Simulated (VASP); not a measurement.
Write the native input for VASP 6.6.1 that does the following.

```yaml
Task: single point
Functional: PBE
Potentials_or_basis: VASP PAW PBE potentials, release 64 (Si, Sn_d)
Cutoff: 520 eV
k_mesh: 4 × 4 × 4
Occupations: gaussian, width 0.05 eV
Spin: no spin polarisation
Dipole_correction: no
Further_INCAR_settings: ALGO = Normal; EDIFF = 1e-06; NBANDS = 23
```

The structure of SiSn2 lies in POSCAR:

```
SiSn2
1.0
    0.0000000000      3.2908965344      3.2908965344
    3.2908965344      0.0000000000      3.2908965344
    3.2908965344      3.2908965344      0.0000000000
Si Sn
1 2
Direct
    0.0000000000      0.0000000000      0.0000000000
    0.2500000000      0.2500000000      0.2500000000
    0.7500000000      0.7500000000      0.7500000000
```

The cell comes from a database or a generator and needn't be the stable form of this composition.

One way to write it, as run:

INCAR

```
  PREC = Accurate
  ENCUT = 520
  EDIFF = 1E-6
  ISMEAR = 0
  SIGMA = 0.05
  LREAL = False
  LASPH = True
  NELM = 60
  ALGO = Normal
  ISIF = 2
  LWAVE = False
  LCHARG = False
  GGA = PE
  NBANDS = 23
```

KPOINTS

```
Automatic mesh
0
Gamma
  4 4 4
```

Potentials or basis: VASP PAW PBE potentials, release 64 (Si, Sn_d).

Command:

```console
$ cat potpaw_PBE.64/Si/POTCAR potpaw_PBE.64/Sn_d/POTCAR > POTCAR
$ mpirun -np 1 vasp_std > vasp.out
```

It gave:

```yaml
Pressure: 6.9 GPa
Band_gap_on_the_k_mesh: none (metal or under the smearing width)
```

Caveat: the k mesh is coarse (spacing up to 0.41 Å⁻¹), so the values aren't converged.

Run time: 13 s on 1 thread of Intel(R) Xeon(R) Platinum 8259CL CPU @ 2.50GHz (Skylake/Cascade Lake), on a shared host, peak memory 0.2 GiB.
